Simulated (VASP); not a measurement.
Given:

```
CELL_PARAMETERS angstrom
      1.21263    -2.10034     0.00000
      1.21263     2.10034     0.00000
      0.00000     0.00000     9.35358
ATOMIC_POSITIONS crystal
  C  0.00000 0.00000 0.25000
  C  0.00000 0.00000 0.75000
  C  0.33333 0.66667 0.25000
  C  0.66667 0.33333 0.75000
```

These are revPBE GGA, VASP's PBE PAW potentials (set 64) (plane waves; VASP) values and carry that method's errors. Run with 520 eV cut-off, 10×10×3 Γ-centred mesh, Gaussian smearing of 0.050 eV, potentials C.

Without a dispersion term in the relaxation, distances and binding between the weakly bound layers, chains or molecules are unreliable, and so is what depends on them.

Question: The ions and cell shape at fixed volume are relaxed. Which structure does the run end with?

Answer: 
```
CELL_PARAMETERS angstrom
      1.23748    -2.14338     0.00000
      1.23748     2.14338     0.00000
      0.00000     0.00000     8.98170
ATOMIC_POSITIONS crystal
  C  0.00000 0.00000 0.25000
  C  0.00000 0.00000 0.75000
  C  0.33333 0.66667 0.25000
  C  0.66667 0.33333 0.75000
```
Space group P6_3/mmc (194), at a tolerance of 0.03 Å.

Question: How much energy does the relaxation gain?

Answer: The energy (σ→0) changes by -28.7 meV/atom, in 3 ionic steps.

```csv
step,E(σ→0) (eV),max force (eV/Å),pressure (GPa),volume (Å³)
1,-35.4035,0.000,13.06,47.65
2,-35.5156,0.000,-1.64,47.65
3,-35.5184,0.000,0.26,47.65
```

The compound is C in the graphite structure. This cell is one point of a volume scan, at 0.94 of the reference volume. Symmetry was kept, so distortions that lower it aren't found.
